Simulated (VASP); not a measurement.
A VASP calculation is set up with these files.

KPOINTS:
```
Automatic mesh
0
Gamma
7 7 6
0 0 0
```

**INCAR**
```
ENCUT  =  400   # plane-wave cut-off (eV)
NELM  =  100
ISIF  =  3   # ions, shape and volume
LMAXMIX  =  4
LMIXTAU  =  .TRUE.
LREAL  =  .FALSE.   # projection in real space or not
EDIFF  =  1E-6
SYSTEM  =  CdTe
LWAVE  =  .FALSE.
ISMEAR  =  0   # Gaussian
LCHARG  =  .FALSE.
SIGMA  =  0.05   # width (eV)
IBRION  =  2   # conjugate gradients
PREC  =  Accurate
LASPH  =  .TRUE.   # aspherical one-centre terms
ALGO  =  Normal   # blocked Davidson
METAGGA  =  R2SCAN
NSW  =  60
EDIFFG  =  -0.01   # ionic stop
```

### POSCAR
```
CdTe
1
    4.0041730000     0.0000000000     0.0000000000
   -2.0020860000     3.4677150000     0.0000000000
    0.0000000000     0.0000000000     3.9078740000
Cd Te
1 1
Direct
  0.0000000000   0.0000000000   0.0000000000
  0.6666670000   0.3333330000   0.5000000000
```

POTCAR, in this order: Cd Te (PBE.64 set). Program: vasp_std.

**Question.** Write an equivalent input for Ansatz.

**Answer.** One equivalent input (not run):
Ansatz 0.2 input:
```yaml
crystal:
  lattice:
    - [4.0041730, 0.0000000, 0.0000000]
    - [-2.0020860, 3.4677150, 0.0000000]
    - [0.0000000, 0.0000000, 3.9078740]
  atoms:
    - { symbol: Cd, position: [0.0000000, 0.0000000, 0.0000000] }
    - { symbol: Te, position: [0.6666670, 0.3333330, 0.5000000] }
kpoints:
  mp_grid: { grid: [7, 7, 6] }
hamiltonian:
  xc: r2scan
  pseudopotentials: { kind: paw }
scf:
  occupations: { method: gaussian, width: 0.05 }
  max_iter: 100
relax:
  max_steps: 60
  f_tol: 0.01
  cell: {}
output: { forces: true, stress: true, eigenvalues: true }
```
The two are equivalent in intent, not identical: each code has its own PAW files, so the cut-off isn't converted (ENCUT is set for VASP's; basis.ecutwfc is left out, and Ansatz then takes the one that its files recommend); Ansatz stops its SCF on the density residual and VASP on the energy change (EDIFF).

The structure was generated: CdTe was put into the WC type (P-6m2), which need not be its known phase. This run relaxes it. Symmetry was kept, so distortions that lower it aren't found.
